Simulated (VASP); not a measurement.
Calculation: PBE GGA, VASP's PBE PAW potentials (set 64) (plane waves; VASP 6.6.1).

A VASP calculation is set up with these files.

**INCAR**
```
! general
SYSTEM  = SnSe
PREC    = Accurate
ENCUT   = 400   ! plane-wave cut-off (eV)
LREAL   = .False.   ! projection in real space or not
LASPH   = .True.

! electronic loop
EDIFF   = 1E-6
NELM    = 100
ALGO    = Normal
LMAXMIX = 4   ! l cut-off of mixed one-centre charges

! smearing
ISMEAR  = 0   ! Gaussian
SIGMA   = 0.05   ! width (eV)

! functional
GGA     = PE   ! PBE

! ions
IBRION  = 2
NSW     = 60   ! most ionic steps
ISIF    = 3   ! ions, shape and volume
EDIFFG  = -0.01

! output
LWAVE   = .False.
LCHARG  = .False.
```

**KPOINTS**
```
Automatic mesh
0
Gamma
7 7 4
0 0 0
```

File POSCAR:
```
SnSe
1
    4.2294700000     0.0000000000     0.0000000000
   -2.1147350000     3.6628280000     0.0000000000
    0.0000000000     0.0000000000     6.9075300000
Sn Se
2 2
Direct
  0.3333330000   0.6666670000   0.0000000000
  0.6666670000   0.3333330000   0.5000000000
  0.3333330000   0.6666670000   0.3750000000
  0.6666670000   0.3333330000   0.8750000000
```

POTCAR, in this order: Sn_d Se (PBE.64 set). Program: vasp_std.

Energy and stress use the plane-wave basis of the starting cell.

Question: What does the run give for the energy per atom (σ→0), volume per atom?

Answer: 
The energy per atom (σ→0) is -3.997 eV/atom. The volume per atom comes out as 34.98 Å³/atom.

**OSZICAR**
```
...
  40 F= -.15986913E+02 E0= -.15986913E+02  d E =-.360400E-03
       N       E                     dE             d eps       ncg     rms          rms(c)
DAV:   1    -0.159871143975E+02   -0.20149E-03   -0.34905E-02  1176   0.116E+00    0.871E-02
DAV:   2    -0.159870902629E+02    0.24135E-04   -0.15565E-03  1576   0.355E-01    0.459E-02
DAV:   3    -0.159870068632E+02    0.83400E-04   -0.97621E-05  1552   0.834E-02    0.184E-02
DAV:   4    -0.159869965074E+02    0.10356E-04   -0.41847E-05  1504   0.462E-02    0.331E-03
DAV:   5    -0.159869972927E+02   -0.78535E-06   -0.62340E-06  1288   0.244E-02
  41 F= -.15986997E+02 E0= -.15986997E+02  d E =-.841301E-04
```

The structure was generated: SnSe was put into the wurtzite type (P6_3mc), which need not be its known phase. This run relaxes it. Symmetry was kept, so distortions that lower it aren't found.
